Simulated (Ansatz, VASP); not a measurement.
# SbIr2O4: VASP beside Ansatz

```xyz
14
Lattice="0.0000 4.3230 4.3230 4.3230 0.0000 4.3230 4.3230 4.3230 0.0000" Properties=species:S:1:pos:R:3 pbc="T T T"
Ir    4.3230    4.3230    4.3230
Ir    4.3230    2.1615    2.1615
Ir    2.1615    2.1615    4.3230
Ir    2.1615    4.3230    2.1615
Sb    1.0807    1.0807    1.0807
Sb    7.5652    7.5652    7.5652
O     2.1088    2.1088    2.1088
O     6.5372    4.2702    4.2702
O     4.3757    4.3757    2.1088
O     4.2702    6.5372    4.2702
O     2.1088    4.3757    4.3757
O     6.5372    6.5372    6.5372
O     4.3757    2.1088    4.3757
O     4.2702    4.2702    6.5372
```

The cell was built by a generator and needn't be a form met in nature.

Alike in both runs: task single point; functional PBE; k mesh 7 × 7 × 7; no spin polarisation.

|  | VASP | Ansatz |
| --- | --- | --- |
| version | VASP 6.6.1 | Ansatz 0.2.0 |
| potentials or method | VASP PAW PBE potentials, release 64 (Ir, Sb, O) | PAW plane waves |
| plane-wave cutoff (eV) | 520 | 420 |
| occupations | fermi-dirac, width 0.1 eV | fermi-dirac |
| valence electrons in the cell | 94 | 146 |

```csv
,VASP,Ansatz,Ansatz less VASP
rms of the force components (eV/Å),3.263,3.033,-0.2306
```

Atom by atom the forces differ by 0.231 eV/Å (rms over components). The two sets of potentials don't hold the same shells in valence.

Caveats: forces of over 1 eV/Å show positions far from the minimum, so gaps and moduli don't describe the material at rest. The runs have no spin-orbit coupling, so splittings on Ir, Sb are missing.
